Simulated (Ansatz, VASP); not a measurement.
**Ge: VASP beside Ansatz**

Wanted: the spread between two codes on one cell, functional and k mesh. The two relaxations start from unlike cells of this crystal (the structure described is Ansatz's start), so only their ends are compared.

Program: Ansatz 0.2.0. Level of theory: plane waves, with VASP 6.6.1 beside it; relaxation of cell and atoms at r2SCAN. Results are calculated unless marked as measured.

This is not the structure that Ge takes at ambient pressure and room temperature (diamond type); it is a model or a phase of other conditions.

### 1. Starting point

The structure is hexagonal, space group P6_3/mmc (No. 194). Conventional cell: a = 4.000 Å, b = 4.000 Å, c = 13.064 Å, α = 90.00°, β = 90.00°, γ = 120.00°. Nearest to Ge lie 4 Ge at 2.45 Å. Nearest to Ge lie 4 Ge at 2.45 Å.

As a file:

```xyz
8
Lattice="4.0000 0.0000 0.0000 -2.0000 3.4641 0.0000 0.0000 0.0000 13.0639" Properties=species:S:1:pos:R:3 pbc="T T T"
Ge    2.0000    1.1547    8.5732
Ge    2.0000    1.1547   11.0227
Ge    0.0000    0.0000   11.8392
Ge    0.0000    0.0000    1.2247
Ge    0.0000    2.3094    2.0412
Ge    0.0000    2.3094    4.4907
Ge    0.0000    0.0000    5.3072
Ge    0.0000    0.0000    7.7567
```

### 2. VASP: relaxation of cell and atoms, r2SCAN

The relaxed volume is the usual yardstick between codes: in a stiff, nearly cubic crystal its relative difference is about their pressure difference at one cell divided by the bulk modulus.

Lines of VASP's logs that name or quote its potential files are left out, and so is its time.

INCAR reads:

```
SYSTEM = Ge
PREC = Accurate
ENCUT = 550
EDIFF = 1E-07
NELM = 120
ISMEAR = -1
SIGMA = 0.02
LREAL = .FALSE.
ALGO = Normal
METAGGA = R2SCAN
LASPH = .TRUE.
NBANDS = 69
LORBIT = 11
LWAVE = .FALSE.
LCHARG = .FALSE.
ISIF = 3
IBRION = 2
NSW = 80
EDIFFG = -0.005
GGA_COMPAT = .FALSE.
NELMIN = 4
EFERMI = MIDGAP
LMIXTAU = .TRUE.
KPAR = 2
```

POSCAR reads:

```
Ge
1.0
    4.0053850395      0.0000000000      0.0000000000
   -2.0026925197      3.4687652010      0.0000000000
    0.0000000000      0.0000000000     13.1593362979
Ge
8
Direct
    0.6666666700      0.3333333300      0.6558789827
    0.6666666700      0.3333333300      0.8441210173
    0.0000000000      0.0000000000      0.9068438103
    0.0000000000      0.0000000000      0.0931561897
    0.3333333300      0.6666666700      0.1558789827
    0.3333333300      0.6666666700      0.3441210173
    0.0000000000      0.0000000000      0.4068438103
    0.0000000000      0.0000000000      0.5931561897
```

KPOINTS reads:

```
Automatic mesh
0
Gamma
10 10 3
0 0 0
```

Potentials, in the order of the species: Ge_d (PBE family, release 64).

Run with:

```sh
mpirun -np 2 vasp_std
```

Numbers of over 12 decimals in the logs are rounded to 6 here.

What it wrote:

```text
[banner, memory and clock lines left out]
running    2 mpi-ranks, on    1 nodes
 distrk:  each k-point on    1 cores,    2 groups
 distr:  one band on    1 cores,    1 groups

 POSCAR found type information on POSCAR Ge
 POSCAR found :  1 types and       8 ions
|                                                                             |
|               ----> ADVICE to this user running VASP <----                  |
|                                                                             |
|     You enforced a specific xc type in the INCAR file but a different       |
|     [... a line on the potential file left out ...]
|     I HOPE YOU KNOW WHAT YOU ARE DOING!                                     |
|                                                                             |

 LDA part: xc-table for (None), standard interpolation
 POSCAR, INCAR and KPOINTS ok, starting setup
 FFT: planning ... GRIDC
 FFT: planning ... GRID_SOFT
 FFT: planning ... GRID
 WAVECAR not read
 entering main loop
       N       E                     dE             d eps       ncg     rms          rms(c)
DAV:   1     0.134474825516E+04    0.13447E+04   -0.53037E+04  4530   0.473E+03
DAV:   2     0.167929119414E+03   -0.11768E+04   -0.11360E+04  3864   0.114E+03
DAV:   3    -0.948447558849E+02   -0.26277E+03   -0.25069E+03  3999   0.273E+02
DAV:   4    -0.120693911007E+03   -0.25849E+02   -0.25035E+02  4436   0.921E+01
DAV:   5    -0.121667446689E+03   -0.97354E+00   -0.96487E+00  4358   0.197E+01    0.677E+00
DAV:   6    -0.117874984355E+03    0.37925E+01   -0.93876E-01  4327   0.876E+00    0.371E+00
DAV:   7    -0.108578379170E+03    0.92966E+01   -0.98397E-01  5731   0.527E+00    0.943E-01
DAV:   8    -0.110302327786E+03   -0.17239E+01   -0.10650E+00  3989   0.429E+00    0.277E-01
DAV:   9    -0.112852330970E+03   -0.25500E+01   -0.39733E-01  4461   0.256E+00    0.310E-01
DAV:  10    -0.110252510461E+03    0.25998E+01   -0.35674E-01  5307   0.277E+00    0.153E-01
DAV:  11    -0.110789562217E+03   -0.53705E+00   -0.16357E-01  5149   0.139E+00    0.131E-01
DAV:  12    -0.110905496691E+03   -0.11593E+00   -0.47019E-02  4084   0.104E+00    0.729E-02
DAV:  13    -0.110890550644E+03    0.14946E-01   -0.23932E-02  4019   0.689E-01    0.866E-02
DAV:  14    -0.110881687401E+03    0.88632E-02   -0.17673E-03  6091   0.474E-01    0.616E-02
[...]
DAV:  24    -0.110914608506E+03   -0.14894E-05   -0.30911E-07  2974   0.448E-03    0.527E-04
DAV:  25    -0.110914606531E+03    0.19756E-05   -0.14583E-07  2923   0.526E-03    0.360E-04
DAV:  26    -0.110914609005E+03   -0.24745E-05   -0.38585E-07  2884   0.288E-03    0.232E-04
DAV:  27    -0.110914608840E+03    0.16499E-06   -0.70685E-08  2489   0.155E-03    0.915E-05
DAV:  28    -0.110914609079E+03   -0.23879E-06   -0.23639E-08  2226   0.132E-03    0.114E-04
DAV:  29    -0.110914608923E+03    0.15636E-06   -0.18303E-08  2182   0.940E-04    0.691E-05
DAV:  30    -0.110914609030E+03   -0.10738E-06   -0.22497E-09  2127   0.474E-04    0.263E-05
DAV:  31    -0.110914609023E+03    0.68103E-08   -0.47924E-10  2122   0.244E-04
   1 F= -.11091461E+03 E0= -.11091461E+03  d E =-.110915E+03
 curvature:   0.00 expect dE= 0.000E+00 dE for cont linesearch  0.000E+00
 trial: gam= 0.00000 g(F)=  0.775E-05 g(S)=  0.175E-04 ort = 0.000E+00 (trialstep = 0.100E+01)
 search vector abs. value=  0.253E-04
 bond charge predicted
       N       E                     dE             d eps       ncg     rms          rms(c)
DAV:   1    -0.110914720519E+03   -0.11149E-03   -0.35842E-03  4309   0.313E-01    0.624E-02
DAV:   2    -0.110914661712E+03    0.58807E-04   -0.27231E-04  4405   0.222E-01    0.397E-02
DAV:   3    -0.110914614812E+03    0.46900E-04   -0.86204E-05  6168   0.155E-01    0.429E-03
DAV:   4    -0.110914620350E+03   -0.55382E-05   -0.39217E-05  4900   0.647E-02    0.333E-03
DAV:   5    -0.110914621006E+03   -0.65563E-06   -0.50937E-06  4077   0.265E-02    0.219E-03
DAV:   6    -0.110914621040E+03   -0.34517E-07   -0.80824E-07  4387   0.476E-02
   2 F= -.11091462E+03 E0= -.11091462E+03  d E =-.120173E-04
 trial-energy change:   -0.000012  1 .order   -0.000010   -0.000025    0.000005
 step:   0.8722(harm=  0.8282)  dis= 0.00021  next Energy=  -110.914621 (dE=-0.123E-04)
 reached required accuracy - stopping structural energy minimisation
```

Parts of OUTCAR (step 2):

```text
ion  position               nearest neighbor table
   1  0.667  0.333  0.656-   8 2.46   8 2.46   8 2.46   2 2.48
   2  0.667  0.333  0.844-   3 2.46   3 2.46   3 2.46   1 2.48
   3  0.000  0.000  0.907-   4 2.45   2 2.46   2 2.46   2 2.46
   4  0.000  0.000  0.093-   3 2.45   5 2.46   5 2.46   5 2.46
   5  0.333  0.667  0.156-   4 2.46   4 2.46   4 2.46   6 2.48
   6  0.333  0.667  0.344-   7 2.46   7 2.46   7 2.46   5 2.48
   7  0.000  0.000  0.407-   8 2.45   6 2.46   6 2.46   6 2.46
   8  0.000  0.000  0.593-   7 2.45   1 2.46   1 2.46   1 2.46

  LATTYP: Found a hexagonal cell.
 ALAT       =     4.0053850395
 C/A-ratio  =     3.2854110574

 Subroutine GETGRP returns: Found 24 space group operations
 (whereof 12 operations were pure point group operations)

The static configuration has the point symmetry D_3d.
 The point group associated with its full space group is D_6h.

 Found     28 irreducible k-points:

   k-points           NKPTS =     28   k-points in BZ     NKDIM =     28   number of bands    NBANDS=     69

   dimension x,y,z NGX =    32 NGY =   32 NGZ =  108
   dimension x,y,z NGXF=    64 NGYF=   64 NGZF=  216

   ENCUT  =  550.0 eV  40.42 Ry    6.36 a.u.   7.66  7.66 25.16*2*pi/ulx,y,z

   NELECT =     112.0000    total number of electrons

 k-points in reciprocal lattice and weights: Automatic mesh
   0.00000000  0.00000000  0.00000000       0.003
   0.10000000  0.00000000  0.00000000       0.020
   0.20000000  0.00000000  0.00000000       0.020
   0.30000000  0.00000000  0.00000000       0.020
   0.40000000  0.00000000  0.00000000       0.020
   0.50000000  0.00000000  0.00000000       0.010
   0.10000000  0.10000000  0.00000000       0.020
   0.20000000  0.10000000  0.00000000       0.040
   0.30000000  0.10000000  0.00000000       0.040
[...]
0.40000000  0.20000000  0.33333333       0.040
   0.30000000  0.30000000  0.33333333       0.040

 average (electrostatic) potential at core
       1 -79.5326       2 -79.5326       3 -79.5376       4 -79.5376       5 -79.5326
       6 -79.5326       7 -79.5376       8 -79.5376

 E-fermi :   4.9199

 k-point     1 :       0.0000    0.0000    0.0000
  band No.  band energies     occupation
    ...
     52       3.8660      2.00000
     53       3.8660      2.00000
     54       4.6403      2.00000
     55       4.7921      1.99664
     56       4.7921      1.99664
     57       5.0377      0.00552
     58       5.0766      0.00079
     59       5.5145      0.00000
     60       5.8402      0.00000
     61       7.3024      0.00000
    ...

 k-point     2 :       0.1000    0.0000    0.0000
  band No.  band energies     occupation
    ...
     52       3.2548      2.00000
     53       3.5777      2.00000
     54       3.6198      2.00000
     55       4.4300      2.00000
     56       4.5864      2.00000
     57       5.9501      0.00000
     58       6.1626      0.00000
     59       6.3182      0.00000
     60       6.7305      0.00000
     61       7.4246      0.00000
    ...

 k-point     3 :       0.2000    0.0000    0.0000
  band No.  band energies     occupation
    ...
     52       2.4457      2.00000
     53       3.1138      2.00000
     54       3.1153      2.00000
     55       3.8601      2.00000
     56       4.1231      2.00000
     57       6.1874      0.00000
     58       6.4060      0.00000
     59       6.5212      0.00000
     60       7.1481      0.00000
     61       7.6956      0.00000
    ...

  Total       -0.0120716     -0.0120716      0.0090002     -0.0000000      0.0000000      0.0000000
  in kB       -0.1057807     -0.1057807      0.0788665     -0.0000000      0.0000000      0.0000000
  external PRESSURE =      -0.0442316 kB  Pullay stress =       0.0000000 kB

  energy-cutoff  :      550.00
  volume of cell :      182.84
      direct lattice vectors                 reciprocal lattice vectors
     4.005965101  0.000000000  0.000000000     0.249627736  0.144122641  0.000000000
    -2.002982550  3.469267549  0.000000000    -0.000000000  0.288245281  0.000000000
     0.000000000  0.000000000 13.156016358     0.000000000  0.000000000  0.076010851

 POSITION                                       TOTAL-FORCE (eV/Angst)
 -----------------------------------------------------------------------------------
      2.00298      1.15642      8.62899         0.000000      0.000000     -0.003129
      2.00298      1.15642     11.10503        -0.000000      0.000000      0.003129
      0.00000      0.00000     11.93026         0.000000     -0.000000     -0.004605
      2.00298      3.46927      1.22576         0.000000      0.000000      0.004605
     -0.00000      2.31285      2.05099        -0.000000     -0.000000     -0.003129
     -0.00000      2.31285      4.52702        -0.000000     -0.000000      0.003129
     -2.00298      3.46927      5.35225         0.000000      0.000000     -0.004605
      2.00298      3.46927      7.80376        -0.000000     -0.000000      0.004605
 -----------------------------------------------------------------------------------
    total drift:                               -0.000000     -0.000000      0.000000

  FREE ENERGIE OF THE ION-ELECTRON SYSTEM (eV)
  ---------------------------------------------------
  free  energy   TOTEN  =      -110.9146210405 eV

  energy  without entropy=     -110.9146144478  energy(sigma->0) =     -110.91461774

 reached required accuracy - stopping structural energy minimisation

 total charge
# of ion       s       p       d       tot
------------------------------------------
    1        1.104   1.280  10.020  12.404
    2        1.104   1.280  10.020  12.404
    3        1.101   1.286  10.022  12.410
    4        1.101   1.286  10.022  12.410
    5        1.104   1.280  10.020  12.404
    6        1.104   1.280  10.020  12.404
    7        1.101   1.286  10.022  12.410
    8        1.101   1.286  10.022  12.410
--------------------------------------------------
tot          8.820  10.265  80.171  99.256

[... 3 further parts left out ...]
```

The gap is read on the k-mesh alone, so it is an upper bound where the band edges lie off the mesh. The PAW data sets were made with PBE, which is usual practice but a small mismatch for other functionals. The run keeps the 24 symmetry operations of its start, so it cannot find a distortion of lower symmetry.

(Continued in part 2 of 2.)

[Lines on the potential files, build, host, timing and source positions are cut from VASP's logs without a mark.]

[Logs are printed without paths, hosts, clocks, repeated set-up lines and the standing remarks that a program may print on its own settings, such as how far it seeks lower states.]

[Hosts, paths, dates, database ids (printed as entryN), source tags and the programs' standing remarks are cut or masked in the printed files.]
